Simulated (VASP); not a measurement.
```
AlAs
1.0
    0.00000     2.88660     2.88660
    2.88660     0.00000     2.88660
    2.88660     2.88660     0.00000
Al As
1 1
Direct
  0.00000   0.00000   0.00000
  0.25000   0.25000   0.25000
```

The base run (VASP): PBE GGA, plane waves, VASP's PBE PAW potentials (set 64). Numerical set-up: 400 eV cut-off, 7×7×7 Γ-centred mesh, Gaussian smearing of 0.050 eV, potentials Al As.

One setting is varied; ΔE counts from the base run. The base run took about 4 core-seconds. Times come from single runs on busy shared machines, so they are rough: good to a factor of about 2.

Pressures at a finite cut-off, here 400 eV, hold a Pulay part, which wasn't tested here.

```tsv
setting	cost over the base run	electronic steps	ΔE (meV/atom)	pressure (GPa)
PREC = Low	within a factor of 2	12	-0.1	-1.37
PREC = Normal	within a factor of 2	12	0.0	-1.36
PREC = Single	within a factor of 2	12	0.0	-1.36
LASPH = .FALSE.	within a factor of 2	12	0.5	-1.36
base run	reference	12	0.0	-1.36
LREAL = Auto	within a factor of 2	12	-0.7	-1.37
ADDGRID = .TRUE.	about 2 times	12	0.0	-1.36
```

Left out are runs that failed, have no time on record or changed the cell.

The compound is AlAs in the zinc blende structure. The cell was not relaxed at this level.
